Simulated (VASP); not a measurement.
Cu:

```xyz
1
Lattice="0.0000 1.8075 1.8075 1.8075 0.0000 1.8075 1.8075 1.8075 0.0000" Properties=species:S:1:pos:R:3 pbc="T T T"
Cu    0.0000    0.0000    0.0000
```

| Item | Value |
| --- | --- |
| Program | VASP 6.6.1 |
| Task | relaxation of cell and atoms |
| Functional | LDA |
| Potentials or basis | VASP PAW LDA potentials, release 64 (Cu) |
| Cutoff | 350 eV |
| k mesh | 10 × 10 × 10 |
| Occupations | gaussian, width 0.1 eV |
| Spin | no spin polarisation |

At the start: pressure -11.6 GPa; volume 11.81 Å³/atom.

Task: Where does the relaxation end?

Result: Over 6 steps the energy falls by 34.8 meV/atom and the volume is 10.92 Å³/atom (-7.5 %); space group Fm-3m (No. 225, to 0.05 Å).

Step by step:
| step | energy change (eV) | largest force (eV/Å) | pressure (GPa) | volume (Å³) |
| --- | --- | --- | --- | --- |
| 1 | 0.0000 | 0.0000 | -11.56 | 11.81 |
| 2 | -0.0203 | 0.0000 | 9.65 | 10.41 |
| 3 | -0.0348 | 0.0000 | -0.05 | 10.92 |
| 4 | -0.0348 | 0.0000 | 0.20 | 10.91 |
| 5 | -0.0348 | 0.0000 | -0.07 | 10.92 |
| 6 | -0.0348 | 0.0000 | -0.02 | 10.92 |

Final structure:
```
Cu
1.0
     0.00000    1.76087    1.76087
     1.76087    0.00000    1.76087
     1.76087    1.76087    0.00000
Cu
1
Direct
  0.00000 0.00000 0.00000
```

Caveat: the cutoff is under 1.25 times the usual one of these potentials, so pressure, stress and relaxed cells hold a basis-set (Pulay) error.
